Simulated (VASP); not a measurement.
OSZICAR of a VASP run on TiB$_{2}$ (AlB2 type):

OSZICAR:
```
       N       E                     dE             d eps       ncg     rms          rms(c)
DAV:   1     0.124908276632E+03    0.12491E+03   -0.93118E+03  1248   0.158E+03
DAV:   2    -0.200205612095E+02   -0.14493E+03   -0.14133E+03  1293   0.391E+02
DAV:   3    -0.292762553473E+02   -0.92557E+01   -0.91143E+01  1831   0.938E+01
DAV:   4    -0.295876621165E+02   -0.31141E+00   -0.31124E+00  1639   0.157E+01
DAV:   5    -0.295958717400E+02   -0.82096E-02   -0.82093E-02  1853   0.224E+00    0.167E+01
DAV:   6    -0.243945324558E+02    0.52013E+01   -0.26500E+01  1669   0.596E+01    0.384E+00
DAV:   7    -0.244279005855E+02   -0.33368E-01   -0.17677E+00  1394   0.157E+01    0.332E+00
DAV:   8    -0.244367756103E+02   -0.88750E-02   -0.16759E-01  1812   0.379E+00    0.756E-01
DAV:   9    -0.244297763397E+02    0.69993E-02   -0.70257E-02  1680   0.356E+00    0.281E-01
DAV:  10    -0.244290785018E+02    0.69784E-03   -0.51316E-03  1561   0.996E-01    0.693E-02
DAV:  11    -0.244290854614E+02   -0.69596E-05   -0.29727E-04  1736   0.224E-01    0.551E-02
DAV:  12    -0.244290644494E+02    0.21012E-04   -0.12988E-04  1614   0.157E-01    0.902E-03
DAV:  13    -0.244290636721E+02    0.77735E-06   -0.87602E-06  1506   0.386E-02
   1 F= -.24429064E+02 E0= -.24429269E+02  d E =0.614979E-03
```

Which electronic solver shows in the log?

It is blocked Davidson (ALGO = Normal, or the opening steps of other solvers). The INCAR had ALGO = Normal.

Can the final energy be trusted as converged?

The run converged. It stopped with EDIFF = 1E-6, NELM = 100 (PBE GGA, plane waves, VASP's PBE PAW potentials (set 64)).

The compound is TiB2 in the AlB2 type structure. The cell was not relaxed at this level.
